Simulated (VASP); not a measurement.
An input for Ansatz (written as the equivalent of a VASP run, and not itself run):

Ansatz 0.2 input:
```yaml
crystal:
  lattice:
    - [3.8124630, 0.0000000, 0.0000000]
    - [-1.9062310, 3.3016900, 0.0000000]
    - [0.0000000, 0.0000000, 18.1092110]
  atoms:
    - { symbol: Sn, position: [0.0221390, 0.0205270, 0.5021130] }
    - { symbol: Se, position: [0.3256210, 0.6468950, 0.5858460] }
    - { symbol: Se, position: [0.6522400, 0.3325780, 0.4141540] }
kpoints:
  mp_grid: { grid: [5, 5, 1] }
hamiltonian:
  xc: pbesol
  pseudopotentials: { kind: paw }
scf:
  occupations: { method: gaussian, width: 0.272 }
  max_iter: 100
output: { forces: true, stress: true, eigenvalues: true }
```

### Question
Write the VASP files for the same calculation (PBEsol).

### Answer
Several could match; the one computed here: 
**POSCAR**
```
SnSe2
1.0
  3.8124630000   0.0000000000   0.0000000000
 -1.9062310000   3.3016900000   0.0000000000
  0.0000000000   0.0000000000  18.1092110000
Sn Se
1 2
Cart
  0.0452749146   0.0677737906   9.0928702628
  0.0082867118   2.1358467526  10.6092088275
  1.8526703736   1.0980694568   7.5000021725
```

**INCAR**
```
! general
SYSTEM =SnSe2
PREC   =Accurate
ENCUT  =300   ! plane-wave cut-off (eV)
LREAL  =.False.
LASPH  =.True.

! electronic loop
EDIFF  =1E-6   ! SCF stop (eV)
NELM   =100   ! most electronic steps
ALGO   =Normal   ! blocked Davidson
LMAXMIX=4   ! l cut-off of mixed one-centre charges

! smearing
ISMEAR =0   ! Gaussian
SIGMA  =0.272   ! width (eV)

! functional
GGA    =PS   ! PBEsol

! ions
ISIF   =2   ! forces and stress, cell fixed

! output
LWAVE  =.False.
LCHARG =.False.
```

**KPOINTS**
```
K-points
0
G
  5 5 1
0 0 0
```

POTCAR, in this order: Sn_d Se (PBE.64 set). Program: vasp_std.

Limits of the translation: each code has its own PAW files, so the cut-off isn't converted (ENCUT is set for VASP's; basis.ecutwfc is left out, and Ansatz then takes the one that its files recommend); Ansatz stops its SCF on the density residual and VASP on the energy change (EDIFF).

The cell is a sheet with vacuum, built from a generated structure.
